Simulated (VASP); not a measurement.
Energy against volume of HgTe (zinc blende). These are PBEsol GGA, VASP's PBE PAW potentials (set 64) (plane waves; VASP) values and carry that method's errors. Run with 520 eV cut-off, 10×10×10 Γ-centred mesh, first-order Methfessel-Paxton smearing of 0.10 eV, potentials Hg Te.

| V (Å³/atom) | E (eV/atom) |
|---|---|
| 32.516 | -2.16979 |
| 33.554 | -2.18404 |
| 34.592 | -2.18842 |
| 35.629 | -2.18461 |

Problem. Fit these four points and predict the energy of the run at 36.667 Å³/atom.

Solution. A cubic in V^(−2/3), the third-order Birch-Murnaghan form, passes through the four points with V0 = 34.60 Å³/atom and B0 = 42 GPa, and gives -2.1740 eV/atom there. The run gave -2.1740 eV/atom, -0.0 meV/atom from the fit; all five points give B0 = 42 GPa.

The compound is HgTe in the zinc blende structure. It was relaxed first.
